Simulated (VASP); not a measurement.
A run of VASP 6.6.1:

Contents of INCAR:

```
PREC = Accurate
ENCUT = 600
EDIFF = 1E-7
ISMEAR = 0
SIGMA = 0.1
LREAL = F
LASPH = T
NELM = 150
ALGO = Normal
ISIF = 3
LWAVE = F
LCHARG = F
ISPIN = 2
MAGMOM = 0 0.8 0.8 0.8
LORBIT = 11
LMAXMIX = 4
GGA = PE
IBRION = 2
NSW = 80
EDIFFG = -0.004
```

The input KPOINTS:

```
regular mesh
0
Gamma
  12 12 12
```

The input POSCAR:

```
AlNi3
1.0
    3.5230547300      0.0000000000      0.0000000000
    0.0000000000      3.5230547300      0.0000000000
    0.0000000000      0.0000000000      3.5230547300
Al Ni
1 3
Direct
    0.0000000000      0.0000000000      0.0000000000
    0.0000000000      0.5000000000      0.5000000000
    0.5000000000      0.0000000000      0.5000000000
    0.5000000000      0.5000000000      0.0000000000
```

Potentials or basis: VASP PAW PBE potentials, release 64 (Al, Ni).

The run is started by

```bash
$ cat potpaw_PBE.64/Al/POTCAR potpaw_PBE.64/Ni/POTCAR > POTCAR
$ mpirun -np 1 vasp_std > vasp.out
```

Hardware: 1 thread of Intel(R) Xeon(R) Platinum 8259CL CPU @ 2.50GHz (Skylake/Cascade Lake) (shared host).

Question: Estimate the wall time of this run.

Answer: Run time: 6.8 min on 1 thread of Intel(R) Xeon(R) Platinum 8259CL CPU @ 2.50GHz (Skylake/Cascade Lake) (shared host), peak memory 0.28 GiB. Counts: scf iterations 48, k points 84, ion steps 3.
